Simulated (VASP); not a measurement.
VASP input:

**KPOINTS**
```
K-points
0
Gamma
5 5 5
0 0 0
```

INCAR:
```
LWAVE=.False.
LMAXMIX=4   ! l cut-off of mixed one-centre charges
LREAL=.False.   ! projection in real space or not
GGA=PS   ! PBEsol
ENCUT=300   ! plane-wave cut-off (eV)
NELM=100   ! most electronic steps
EDIFF=1E-6
ISIF=2
ISMEAR=-1   ! Fermi-Dirac
SYSTEM=Tl2Pd
LCHARG=.False.
LASPH=.True.   ! aspherical one-centre terms
ALGO=Normal   ! blocked Davidson
SIGMA=0.1
PREC=Accurate
```

**POSCAR**
```
Tl2Pd
1
   -3.3560000000     3.3560000000     2.8740000000
    3.3560000000    -3.3560000000     2.8740000000
    3.3560000000     3.3560000000    -2.8740000000
Pd Tl
2 4
Direct
  0.2500000000   0.2500000000   0.0000000000
  0.7500000000   0.7500000000   0.0000000000
  0.6656000000   0.1656000000   0.8312000000
  0.1656000000   0.3344000000   0.5000000000
  0.3344000000   0.8344000000   0.1688000000
  0.8344000000   0.6656000000   0.5000000000
```

POTCAR, in this order: Pd Tl_d (PBE.64 set). Program: vasp_std.

Task: Translate this PBEsol calculation to Quantum ESPRESSO's pw.x.

Result: One equivalent input (not run):
```
&CONTROL
  calculation = 'scf'
  pseudo_dir = './pseudo'
  outdir = './out'
  tprnfor = .true.
  tstress = .true.
/
&SYSTEM
  ibrav = 0
  nat = 6
  ntyp = 2
  ecutwfc = 82
  occupations = 'smearing'
  smearing = 'fermi-dirac'
  degauss = 0.00735
  input_dft = 'pbesol'
/
&ELECTRONS
  conv_thr = 7.3e-08
  electron_maxstep = 100
/
ATOMIC_SPECIES
  Pd 106.420 Pd.upf
  Tl 204.380 Tl.upf
CELL_PARAMETERS angstrom
    -3.3560000    3.3560000    2.8740000
     3.3560000   -3.3560000    2.8740000
     3.3560000    3.3560000   -2.8740000
ATOMIC_POSITIONS crystal
  Pd   0.2500000  0.2500000  0.0000000
  Pd   0.7500000  0.7500000  0.0000000
  Tl   0.6656000  0.1656000  0.8312000
  Tl   0.1656000  0.3344000  0.5000000
  Tl   0.3344000  0.8344000  0.1688000
  Tl   0.8344000  0.6656000  0.5000000
K_POINTS automatic
  5 5 5 0 0 0
```
Limits of the translation: the potentials are each code's own (VASP's PAW set, PseudoDojo norm-conserving files in pw.x), so ENCUT and ecutwfc are chosen apart and not converted; conv_thr bounds pw.x's estimated SCF error, while EDIFF bounds the energy change between steps.

The structure comes from a measured Tl2Pd entry (I4/mcm) of the Crystallography Open Database, whose conditions weren't checked. The cell was not relaxed at this level.
